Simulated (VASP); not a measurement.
Output of a VASP run:

### OUTCAR
```
 ion  position               nearest neighbor table
   1  0.000  0.000  0.000-   2 2.81   2 2.81   2 2.81   2 2.81
   2  0.250  0.250  0.250-   1 2.81   1 2.81   1 2.81   1 2.81
  LATTYP: Found a face centered cubic cell.
 ALAT       =     6.4800000000
 Subroutine PRICEL returns:
 Original cell was already a primitive cell.
 Subroutine GETGRP returns: Found 24 space group operations
The static configuration has the point symmetry T_d .
The dynamic configuration has the point symmetry T_d .
 Subroutine INISYM returns: Found 24 space group operations
 Subroutine IBZKPT returns following result:
 Found     16 irreducible k-points:

 Following reciprocal coordinates:
            Coordinates               Weight
  0.000000  0.000000  0.000000      1.000000
  0.166667  0.000000  0.000000      8.000000
  0.333333  0.000000  0.000000      8.000000
  0.500000  0.000000  0.000000      4.000000
  0.166667  0.166667  0.000000      6.000000
  0.333333  0.166667  0.000000     24.000000
  0.500000  0.166667  0.000000     24.000000
 -0.333333  0.166667  0.000000     24.000000
 -0.166667  0.166667  0.000000     12.000000
  0.333333  0.333333  0.000000      6.000000
  0.500000  0.333333  0.000000     24.000000
 -0.333333  0.333333  0.000000     12.000000
  0.500000  0.500000  0.000000      3.000000
  0.500000  0.333333  0.166667     24.000000
 -0.333333  0.333333  0.166667     24.000000
 -0.333333  0.500000  0.166667     12.000000
   k-points           NKPTS =     16   k-points in BZ     NKDIM =     16   number of bands    NBANDS=     13
   number of dos      NEDOS =    301   number of ions     NIONS =      2
   total plane-waves  NPLWV =  46656
   dimension x,y,z NGX =    36 NGY =   36 NGZ =   36
   dimension x,y,z NGXF=    72 NGYF=   72 NGZF=   72
   ions per type =               1   1
   PREC   = accura    normal or accurate (medium, high low for compatibility)
   ISTART =      0    job   : 0-new  1-cont  2-samecut
   ICHARG =      2    charge: 1-file 2-atom 10-const
   ISPIN  =      1    spin polarized calculation?
   LNONCOLLINEAR =      F non collinear calculations
   LSORBIT =      F    spin-orbit coupling
   INIWAV =      1    electr: 0-lowe 1-rand  2-diag
   ENCUT  =  520.0 eV  38.22 Ry    6.18 a.u.   8.52  8.52  8.52*2*pi/ulx,y,z
   NELM   =    100;   NELMIN=  2; NELMDL= -5     # of ELM steps
   EDIFF  = 0.1E-05   stopping-criterion for ELM
   LREAL  =      F    real-space projection
   NLSPLINE    = F    spline interpolate recip. space projectors
   LMAXMIX     =    4 max onsite mixed and CHGCAR
   VOSKOWN=      0    Vosko Wilk Nusair interpolation
   EDIFFG = -.1E-01   stopping-criterion for IOM
   NSW    =     60    number of steps for IOM
   NBLOCK =      1;   KBLOCK =     60    inner block; outer block
   IBRION =      2    ionic relax: 0-MD 1-quasi-New 2-CG
   NFREE  =      1    steps in history (QN), initial steepest desc. (CG)
   ISIF   =      3    stress and relaxation
   ISYM   =      2    0-nonsym 1-usesym 2-fastsym
   TEIN   =    0.0    initial temperature
   TEBEG  =    0.0;   TEEND  =   0.0 temperature during run
   SMASS  =  -3.00    Nose mass-parameter (am)
   PSTRESS=    0.0 pullay stress
   NELECT =      18.0000    total number of electrons
   EFERMI =   0.00;   METHOD = LEGACY
   ISMEAR =     0;   SIGMA  =   0.05  broadening in eV -4-tet -1-fermi 0-gaus
   IALGO  =     38    algorithm
   LDIAG  =      T    sub-space diagonalisation (order eigenvalues)
   IMIX   =      4    mixing-type and parameters
     AMIX     =   0.40;   BMIX     =  1.00
     AMIX_MAG =   1.60;   BMIX_MAG =  1.00
     AMIN     =   0.10
   GGA     = AM    functional components
   VOSKOWN =     0    Vosko Wilk Nusair interpolation
   LHFCALC =     F    Hartree Fock is set to
   LHFONE  =     F    Hartree Fock one center treatment
   AEXX    =    0.0000 exact exchange contribution
   IVDW    =     0    specifies the selected vdW correction
   LEPSILON=     F    determine dielectric tensor
   LRPA    =     F    only Hartree local field effects (RPA)
...
```

File OSZICAR:
```
       N       E                     dE             d eps       ncg     rms          rms(c)
DAV:   1     0.112191687644E+03    0.11219E+03   -0.81372E+03   416   0.138E+03
DAV:   2     0.302529198355E+00   -0.11189E+03   -0.10877E+03   431   0.302E+02
DAV:   3    -0.705693121299E+01   -0.73595E+01   -0.72245E+01   546   0.860E+01
DAV:   4    -0.726220186993E+01   -0.20527E+00   -0.20519E+00   486   0.171E+01
DAV:   5    -0.727133815437E+01   -0.91363E-02   -0.91361E-02   616   0.298E+00    0.394E+00
DAV:   6    -0.715749121105E+01    0.11385E+00   -0.20182E-01   567   0.816E+00    0.227E+00
DAV:   7    -0.713952335552E+01    0.17968E-01   -0.82933E-02   557   0.326E+00    0.631E-01
DAV:   8    -0.714091784114E+01   -0.13945E-02   -0.95106E-03   514   0.130E+00    0.284E-01
DAV:   9    -0.714197344918E+01   -0.10556E-02   -0.14602E-03   481   0.327E-01    0.799E-02
DAV:  10    -0.714207311782E+01   -0.99669E-04   -0.89675E-05   492   0.686E-02    0.402E-02
DAV:  11    -0.714215607671E+01   -0.82959E-04   -0.17767E-04   431   0.869E-02    0.260E-02
DAV:  12    -0.714215612251E+01   -0.45807E-07   -0.25353E-06   486   0.109E-02
   1 F= -.71421561E+01 E0= -.71419776E+01  d E =-.714216E+01
       N       E                     dE             d eps       ncg     rms          rms(c)
DAV:   1    -0.739911886962E+01   -0.25696E+00   -0.67349E+00   516   0.547E+01    0.294E+00
DAV:   2    -0.718884128907E+01    0.21028E+00   -0.44293E-01   501   0.147E+01    0.115E+00
DAV:   3    -0.715069346178E+01    0.38148E-01   -0.12588E-01   546   0.719E+00    0.481E-01
DAV:   4    -0.715001890401E+01    0.67456E-03   -0.40842E-03   426   0.698E-01    0.311E-01
DAV:   5    -0.714945963239E+01    0.55927E-03   -0.51326E-04   480   0.207E-01    0.160E-01
DAV:   6    -0.714939576708E+01    0.63865E-04   -0.18590E-04   481   0.151E-01    0.237E-02
DAV:   7    -0.714940044689E+01   -0.46798E-05   -0.19494E-05   525   0.772E-02    0.140E-02
DAV:   8    -0.714940186463E+01   -0.14177E-05   -0.79870E-06   441   0.463E-02    0.241E-03
DAV:   9    -0.714940205323E+01   -0.18860E-06   -0.30910E-07   318   0.590E-03
   2 F= -.71494021E+01 E0= -.71492235E+01  d E =-.724593E-02
       N       E                     dE             d eps       ncg     rms          rms(c)
DAV:   1    -0.716592493510E+01   -0.16523E-01   -0.39764E-01   521   0.125E+01    0.773E-01
DAV:   2    -0.715247114584E+01    0.13454E-01   -0.30336E-02   501   0.398E+00    0.278E-01
DAV:   3    -0.715029993108E+01    0.21712E-02   -0.66644E-03   541   0.165E+00    0.137E-01
DAV:   4    -0.715025618522E+01    0.43746E-04   -0.21723E-04   416   0.144E-01    0.884E-02
DAV:   5    -0.715022882912E+01    0.27356E-04   -0.34721E-05   485   0.574E-02    0.390E-02
DAV:   6    -0.715022873371E+01    0.95409E-07   -0.10526E-05   606   0.328E-02    0.727E-03
DAV:   7    -0.715022867179E+01    0.61920E-07   -0.71233E-07   298   0.145E-02
   3 F= -.71502287E+01 E0= -.71500501E+01  d E =-.807255E-02
```

### OUTCAR
```
------------------------ aborting loop because EDIFF is reached ----------------------------------------
  FORCE on cell =-STRESS in cart. coord.  units (eV):
  Direction    XX          YY          ZZ          XY          YZ          ZX
  --------------------------------------------------------------------------------------
  Total       -0.0051596     -0.0051596     -0.0051596     -0.0000000      0.0000000      0.0000000
  in kB       -0.1179663     -0.1179663     -0.1179663     -0.0000000      0.0000000      0.0000000
  external PRESSURE =      -0.1179663 kB  Pullay stress =       0.0000000 kB
  volume of cell :       70.08
      direct lattice vectors                 reciprocal lattice vectors
    -0.000000000  3.272253825  3.272253825    -0.152799883  0.152799883  0.152799883
     3.272253825 -0.000000000  3.272253825     0.152799883 -0.152799883  0.152799883
     3.272253825  3.272253825 -0.000000000     0.152799883  0.152799883 -0.152799883
  FREE ENERGIE OF THE ION-ELECTRON SYSTEM (eV)
  ---------------------------------------------------
  free  energy   TOTEN  =        -7.1502286718 eV

  energy  without entropy=       -7.1498715831  energy(sigma->0) =       -7.15005013

 reached required accuracy - stopping structural energy minimisation
```
(Selected blocks of OUTCAR.)

**POSCAR**
```
InSb
1
    0.0000000000     3.2400000000     3.2400000000
    3.2400000000     0.0000000000     3.2400000000
    3.2400000000     3.2400000000     0.0000000000
In Sb
1 1
Direct
  0.0000000000   0.0000000000   0.0000000000
  0.2500000000   0.2500000000   0.2500000000
```

**Question.** Reconstruct the remaining input files.

**Answer.** One answer among several that fit: the input of the run itself, AM05 GGA, plane waves, VASP's PBE PAW potentials (set 64).

**INCAR**
```
# general
SYSTEM  = InSb
PREC    = Accurate
ENCUT   = 520   # plane-wave cut-off (eV)
LREAL   = F
LASPH   = T

# electronic loop
EDIFF   = 1E-6   # SCF stop (eV)
NELM    = 100   # most electronic steps
ALGO    = Normal
LMAXMIX = 4   # l cut-off of mixed one-centre charges

# smearing
ISMEAR  = 0
SIGMA   = 0.05

# functional
GGA     = AM

# ions
IBRION  = 2   # conjugate gradients
NSW     = 60
ISIF    = 3
EDIFFG  = -0.01

# output
LWAVE   = F
LCHARG  = F
```

KPOINTS:
```
Automatic mesh
0
Gamma
6 6 6
0 0 0
```

POTCAR, in this order: In_d Sb (PBE.64 set). Program: vasp_std.

Energy and stress use the plane-wave basis of the starting cell.

The compound is InSb in the zinc blende structure. This run relaxes it. Symmetry was kept, so distortions that lower it aren't found.
